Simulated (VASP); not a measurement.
These are PW91 GGA, VASP's PBE PAW potentials (set 64) (plane waves; VASP) values and carry that method's errors.

The input files of a VASP run:

**POSCAR**
```
Li
1
   -1.7450000000     1.7450000000     1.7450000000
    1.7450000000    -1.7450000000     1.7450000000
    1.7450000000     1.7450000000    -1.7450000000
Li
1
Direct
  0.0000000000   0.0000000000   0.0000000000
```

### KPOINTS
```
Automatic mesh
0
gamma
  13 13 13
```

**INCAR**
```
SYSTEM = Li
PREC = Accurate; ENCUT = 520; LREAL = F
LASPH = T
EDIFF = 1E-6; NELM = 100; ALGO = Normal
ISMEAR = 1; SIGMA = 0.1
GGA = 91
IBRION = 2; NSW = 60; ISIF = 3
EDIFFG = -0.01
LWAVE = F; LCHARG = F
```

POTCAR, in this order: Li_sv (PBE.64 set). Program: vasp_std.

What will the output report for the number of irreducible k-points (NKPTS), largest plane-wave count, number of space-group operations, FFT grid (NGX, NGY, NGZ)?

```
Item                                          Result
--------------------------------------  ------------
number of irreducible k-points (NKPTS)            84
largest plane-wave count                         603
number of space-group operations                  48
FFT grid (NGX, NGY, NGZ)                24 × 24 × 24
```

The compound is Li in the bcc structure. This run relaxes it. Symmetry was kept, so distortions that lower it aren't found.
